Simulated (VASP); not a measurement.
Level of theory: r2SCAN meta-GGA, VASP's PBE PAW potentials (set 64) (plane waves; VASP 6.6.1).

Input for VASP

INCAR:
```
ALGO  =  Normal
CSHIFT  =  0.1
EDIFF  =  1E-7
ENCUT  =  520
ISMEAR  =  0
LASPH  =  .TRUE.
LCHARG  =  .FALSE.
LMIXTAU  =  .TRUE.
LOPTICS  =  .TRUE.
LPEAD  =  .TRUE.
LREAL  =  .FALSE.
LWAVE  =  .FALSE.
METAGGA  =  R2SCAN
NBANDS  =  117
NEDOS  =  1001
NELM  =  100
PREC  =  Accurate
SIGMA  =  0.01
SYSTEM  =  SiO2
```

### POSCAR
```
SiO2
1.0
  4.9715721480   0.0000000000   0.0000000000
  0.0000000000   4.9715721480   0.0000000000
  0.0000000000   0.0000000000   6.9009051274
Si O
4 8
Direct
  0.3038664727   0.3038664727   0.0000000000
  0.8038664727   0.1961335273   0.7500000000
  0.1961335273   0.8038664727   0.2500000000
  0.6961335273   0.6961335273   0.5000000000
  0.2380359803   0.1116299345   0.1824801097
  0.7380359803   0.3883700655   0.5675198903
  0.2619640197   0.6116299345   0.0675198903
  0.7619640197   0.8883700655   0.6824801097
  0.8883700655   0.7619640197   0.3175198903
  0.3883700655   0.7380359803   0.4324801097
  0.6116299345   0.2619640197   0.9324801097
  0.1116299345   0.2380359803   0.8175198903
```

KPOINTS:
```
Automatic
0
G
 6 6 4
0 0 0
```

POTCAR, in this order: Si O (PBE.64 set). Program: vasp_std.

### Question
What will the output report for the number of irreducible k-points (NKPTS), largest plane-wave count, number of space-group operations, FFT grid (NGX, NGY, NGZ)?

### Answer

```yaml
number of irreducible k-points (NKPTS): 30
largest_plane_wave_count: 4622
number_of_space_group_operations: 8
FFT grid (NGX, NGY, NGZ): 40 × 40 × 54
```

The compound is SiO2 in the cristobalite structure. It was relaxed first.
